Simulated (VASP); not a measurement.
```
CELL_PARAMETERS angstrom
      0.00000     2.73713     2.73713
      2.73713     0.00000     2.73713
      2.73713     2.73713     0.00000
ATOMIC_POSITIONS crystal
  Ce 0.00000 0.00000 0.00000
  O  0.25000 0.25000 0.25000
  O  0.75000 0.75000 0.75000
```

These are SCAN meta-GGA, VASP's PBE PAW potentials (set 64) (plane waves; VASP) values and carry that method's errors. Run with 520 eV cut-off, 7×7×7 Γ-centred mesh, Gaussian smearing of 0.050 eV, potentials Ce O.

Question: Give the stress tensor in GPa (positive for a compressed cell).

Answer: 
```
-5.42   0.00   0.00
 0.00  -5.42   0.00
 0.00   0.00  -5.42
```
The pressure is its mean diagonal, -5.42 GPa.

The compound is CeO2 in the fluorite structure. This cell is one point of a volume scan, at 1.03 of the reference volume. The run is not spin-polarised, so no magnetic state was tried.
